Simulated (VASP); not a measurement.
Output of a VASP run:

OSZICAR:
```
...
DAV:   8    -0.898785104677E+01   -0.18224E-02   -0.69981E-03   808   0.125E+00    0.623E-02
DAV:   9    -0.898786441955E+01   -0.13373E-04   -0.23660E-04   934   0.293E-01    0.187E-02
DAV:  10    -0.898788814405E+01   -0.23725E-04   -0.10531E-04   792   0.172E-01    0.696E-03
DAV:  11    -0.898788925064E+01   -0.11066E-05   -0.12256E-05   898   0.675E-02    0.150E-03
DAV:  12    -0.898788943107E+01   -0.18043E-06   -0.45811E-07   464   0.109E-02
   1 F= -.89878894E+01 E0= -.89877709E+01  d E =-.898789E+01
       N       E                     dE             d eps       ncg     rms          rms(c)
DAV:   1    -0.104221140861E+02   -0.14342E+01   -0.22244E+01   954   0.106E+02    0.687E+00
DAV:   2    -0.937512782788E+01    0.10470E+01   -0.13938E+00   932   0.228E+01    0.351E+00
DAV:   3    -0.903203197200E+01    0.34310E+00   -0.67367E-01   940   0.145E+01    0.705E-01
DAV:   4    -0.900967299451E+01    0.22359E-01   -0.56066E-02   900   0.477E+00    0.278E-01
DAV:   5    -0.900901666563E+01    0.65633E-03   -0.20696E-03   890   0.557E-01    0.142E-01
DAV:   6    -0.900899482287E+01    0.21843E-04   -0.34862E-04   892   0.379E-01    0.525E-03
DAV:   7    -0.900899694044E+01   -0.21176E-05   -0.22381E-05  1004   0.770E-02    0.588E-03
DAV:   8    -0.900899732063E+01   -0.38019E-06   -0.75775E-06   878   0.546E-02
   2 F= -.90089973E+01 E0= -.90087149E+01  d E =-.211079E-01
       N       E                     dE             d eps       ncg     rms          rms(c)
DAV:   1    -0.911349180278E+01   -0.10449E+00   -0.14242E+00   954   0.237E+01    0.189E+00
DAV:   2    -0.903748410869E+01    0.76008E-01   -0.11032E-01   936   0.682E+00    0.935E-01
DAV:   3    -0.901365424659E+01    0.23830E-01   -0.39531E-02   940   0.359E+00    0.231E-01
DAV:   4    -0.901198320478E+01    0.16710E-02   -0.46074E-03   922   0.139E+00    0.488E-02
DAV:   5    -0.901193531768E+01    0.47887E-04   -0.31178E-04   794   0.336E-01    0.325E-02
DAV:   6    -0.901193849203E+01   -0.31743E-05   -0.19851E-05   896   0.869E-02    0.108E-03
DAV:   7    -0.901193921974E+01   -0.72771E-06   -0.11823E-06   444   0.196E-02
   3 F= -.90119392E+01 E0= -.90117680E+01  d E =-.240498E-01
       N       E                     dE             d eps       ncg     rms          rms(c)
DAV:   1    -0.901602946080E+01   -0.40910E-02   -0.59771E-02   952   0.497E+00    0.383E-01
DAV:   2    -0.901288171978E+01    0.31477E-02   -0.44639E-03   932   0.136E+00    0.191E-01
DAV:   3    -0.901188861789E+01    0.99310E-03   -0.16974E-03   940   0.744E-01    0.457E-02
DAV:   4    -0.901182607075E+01    0.62547E-04   -0.20155E-04   914   0.294E-01    0.960E-03
DAV:   5    -0.901182366167E+01    0.24091E-05   -0.15360E-05   772   0.758E-02    0.691E-03
DAV:   6    -0.901182424110E+01   -0.57942E-06   -0.10000E-06   396   0.210E-02
   4 F= -.90118242E+01 E0= -.90116744E+01  d E =-.239348E-01
       N       E                     dE             d eps       ncg     rms          rms(c)
DAV:   1    -0.901279004418E+01   -0.96638E-03   -0.12649E-02   952   0.230E+00    0.175E-01
DAV:   2    -0.901213603812E+01    0.65401E-03   -0.92594E-04   932   0.617E-01    0.873E-02
DAV:   3    -0.901192574588E+01    0.21029E-03   -0.35933E-04   940   0.342E-01    0.207E-02
DAV:   4    -0.901190780952E+01    0.17936E-04   -0.42568E-05   914   0.135E-01    0.436E-03
DAV:   5    -0.901190771377E+01    0.95753E-07   -0.31154E-06   534   0.353E-02
   5 F= -.90119077E+01 E0= -.90117486E+01  d E =-.240183E-01
```

OUTCAR:
```
------------------------ aborting loop because EDIFF is reached ----------------------------------------
  FORCE on cell =-STRESS in cart. coord.  units (eV):
  Direction    XX          YY          ZZ          XY          YZ          ZX
  --------------------------------------------------------------------------------------
  Total        0.0015420      0.0015420      0.0015420     -0.0000000     -0.0000000     -0.0000000
  in kB        0.0519851      0.0519851      0.0519851     -0.0000000     -0.0000000     -0.0000000
  external PRESSURE =       0.0519851 kB  Pullay stress =       0.0000000 kB
  volume of cell :       47.53
      direct lattice vectors                 reciprocal lattice vectors
     0.000000000  2.874959920  2.874959920    -0.173915468  0.173915468  0.173915468
     2.874959920  0.000000000  2.874959920     0.173915468 -0.173915468  0.173915468
     2.874959920  2.874959920  0.000000000     0.173915468  0.173915468 -0.173915468
 POSITION                                       TOTAL-FORCE (eV/Angst)
 -----------------------------------------------------------------------------------
      2.87496      2.87496      2.87496        -0.000000     -0.000000     -0.000000
      4.31244      4.31244      4.31244         0.000000      0.000000      0.000000
 -----------------------------------------------------------------------------------
    total drift:                                0.000000     -0.000000     -0.000000
  FREE ENERGIE OF THE ION-ELECTRON SYSTEM (eV)
  ---------------------------------------------------
  free  energy   TOTEN  =        -9.0119077138 eV

  energy  without entropy=       -9.0115894712  energy(sigma->0) =       -9.01174859

 reached required accuracy - stopping structural energy minimisation
```
(Selected blocks of OUTCAR.)

**POSCAR**
```
Ge
1
    0.0000000000     2.8290000000     2.8290000000
    2.8290000000     0.0000000000     2.8290000000
    2.8290000000     2.8290000000     0.0000000000
Ge
2
Direct
  0.5000000000   0.5000000000   0.5000000000
  0.7500000000   0.7500000000   0.7500000000
```

Question: Write an INCAR and KPOINTS that could have produced this output.

Answer: This is not unique; one that fits is the input of the run itself, PBE GGA, plane waves, VASP's PBE PAW potentials (set 64).

### INCAR
```
! general
SYSTEM =Ge
PREC   =Accurate
ENCUT  =480
LREAL  =F
LASPH  =T

! electronic loop
EDIFF  =1E-6
NELM   =100
ALGO   =Normal
LMAXMIX=4

! smearing
ISMEAR =0
SIGMA  =0.05

! functional
GGA    =PE

! ions
IBRION =2
NSW    =60
ISIF   =3
EDIFFG =-0.01

! output
LWAVE  =F
LCHARG =F
```

### KPOINTS
```
Automatic mesh
0
Gamma
7 7 7
0 0 0
```

POTCAR, in this order: Ge_d (PBE.64 set). Program: vasp_std.

Energy and stress use the plane-wave basis of the starting cell.

The compound is Ge in the diamond structure. This run relaxes it. Symmetry was kept, so distortions that lower it aren't found.
